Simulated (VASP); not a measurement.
Data:

```yaml
crystal:
  lattice:
    - [3.46162, 0.00000, 0.00000]
    - [0.00000, 3.46162, 0.00000]
    - [0.00000, 0.00000, 3.46162]
  atoms:
    - { symbol: Fe, position: [0.00000, 0.00000, 0.00000], spin: 2.8 }
    - { symbol: Ni, position: [0.00000, 0.50000, 0.50000], spin: 0.6 }
    - { symbol: Ni, position: [0.50000, 0.00000, 0.50000], spin: 0.6 }
    - { symbol: Ni, position: [0.50000, 0.50000, 0.00000], spin: 0.6 }
```

These are optB88-vdW, VASP's PBE PAW potentials (set 64) (plane waves; VASP) values and carry that method's errors. Settings: 520 eV cut-off, 9×9×9 Γ-centred mesh, first-order Methfessel-Paxton smearing of 0.10 eV, potentials Fe Ni.

Q: Predict the cell moment, energy per atom (σ→0), pressure, band gap (on the k-mesh) with the smallest direct gap where there is one.

A: 
```yaml
band gap (on the k-mesh): none (metal, semimetal or under 0.01 eV)
cell_moment: 4.45 μB
energy per atom (σ→0): -3.457 eV/atom
pressure: 139.4 kbar
```

Q: Give the moment on each site (PAW-sphere projection).

A: 
```
site  moment (μB)
----  -----------
Fe1          2.75
Ni2          0.56
Ni3          0.56
Ni4          0.56
```

The absolute energy has meaning only against runs of the same code, potentials and settings.

The compound is Ni3Fe in the L1_2 structure. This cell is one point of a volume scan, at 0.94 of the reference volume.
